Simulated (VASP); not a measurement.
A run of VASP 6.6.1 is set up as follows.

Contents of INCAR:

```
SYSTEM = Ga11CuP12
ALGO     = Normal         ! electronic algorithm
EDIFF    = 1E-5           ! SCF threshold, eV
ENCUT    = 350            ! plane-wave cutoff, eV
GGA      = PS             ! functional
ISIF     = 2              ! what is computed and relaxed
ISMEAR   = 0              ! smearing method
ISPIN    = 2              ! spin polarisation
ISYM     = 0            
KPAR     = 2            
LASPH    = .True.         ! aspherical terms in the spheres
LCHARG   = .False.        ! write CHGCAR
LDAU     = .True.         ! DFT+U
LDAUJ    = 0 0 0        
LDAUL    = 2 -1 -1        ! shell
LDAUPRINT= 1            
LDAUTYPE = 2            
LDAUU    = 5 0 0          ! U, eV
LMAXMIX  = 4              ! l up to which the mixer works
LORBIT   = 11             ! projections on sites
LREAL    = Auto         
LWAVE    = .False.        ! write WAVECAR
MAGMOM   = 2 0 0 0 0 0 0 0 0 0 0 0 0 0 0 0 0 0 0 0 0 0 0 0 ! initial moments
NBANDS   = 129            ! bands
NELM     = 120            ! most SCF steps
PREC     = Accurate       ! precision mode
SIGMA    = 0.03           ! smearing width, eV
```

KPOINTS

```
k-points
0
Gamma
  2 2 2
  0 0 0
```

Contents of POSCAR:

```
Ga11CuP12                               
1.0
    0.0000000000      8.1757500000      8.1757500000
    5.4505000000      0.0000000000      5.4505000000
    5.4505000000      5.4505000000      0.0000000000
  Cu              Ga              P             
     1    11    12
Direct
     0.9985365811390715    0.0006550261406407    0.0013206874077931
     0.0019460405873064    0.0024892818739523    0.4975110340615031
     0.0006784374349500    0.4992132746260755    0.0019046915452284
     0.0003769875593564    0.4986322795254134    0.4990607266311593
     0.3293333867264717    0.0018280038390721    0.0028010201584559
     0.3287170009268871    0.0017708273296045    0.5027135693112896
     0.3285737942107487    0.5026755517955601    0.0018750149981345
     0.3304926501841765    0.4994170993003335    0.5021940036407014
     0.6672303057892268    0.9999638975439791    0.0039933331297154
     0.6669718586819339    0.9985379244245189    0.4990837732526233
     0.6661281126133142    0.4930532360810041    0.0053930188661806
     0.6655458647745089    0.4975455577425451    0.5028845617318241
     0.0800252334888398    0.1227182284377579    0.1212335519755435
     0.0801970593110119    0.1220725142984197    0.6366707376911324
     0.0798525762104771    0.6360411476313523    0.1225133259334056
     0.0811782447857478    0.6265311594531286    0.6260373720077936
     0.4160309705399513    0.1256830708753819    0.1259855785338191
     0.4162553802224979    0.1235348846970921    0.6262555315323117
     0.4152985559442884    0.6249084096783957    0.1261954648208143
     0.4156417301426909    0.6247618763503365    0.6254446565976109
     0.7578725160787786    0.1182159081225841    0.1242089552952163
     0.7507071085417029    0.1219662075871482    0.6270086048108165
     0.7496924434204338    0.6230567355713712    0.1270899393707215
     0.7495271606856353    0.6220698970743365    0.6282338466961916
```

Potentials or basis: VASP PAW PBE potentials, release 64 (Cu, Ga_d, P).

Command:

```console
$ cat potpaw_PBE.64/Cu/POTCAR potpaw_PBE.64/Ga_d/POTCAR potpaw_PBE.64/P/POTCAR > POTCAR
$ mpirun -np 4 vasp_std > vasp.out
```

**Question.** What does it give for the pressure?

**Answer.** -1.8 GPa.

**Question.** Estimate the band gap on the k mesh.

**Answer.** None (metal or under the smearing width).

**Question.** What does it give for the site moments?

**Answer.** Cu +0.05; Ga +0.00, +0.01, -0.00; P +0.04, +0.02, -0.00, +0.01, +0.00 μB.

**Question.** Predict the net moment.

**Answer.** 0.37 μB per cell.

Eigenvalues of the final occupation matrices:
```
    site  spin  trace               eigenvalues
site 1 d     1   4.67  0.92 0.93 0.94 0.94 0.94
site 1 d     2   4.63  0.91 0.91 0.93 0.94 0.94
```

Caveat: the k mesh is coarse (spacing up to 0.50 Å⁻¹), so the values aren't converged; the cutoff is under 1.25 times the usual one of these potentials, so pressure, stress and relaxed cells hold a basis-set (Pulay) error; the PAW data sets were made with another functional, which shifts forces and pressure a little; the U is typed as a test and isn't derived for this compound. The state reached can hang on the start; a lower one may exist.
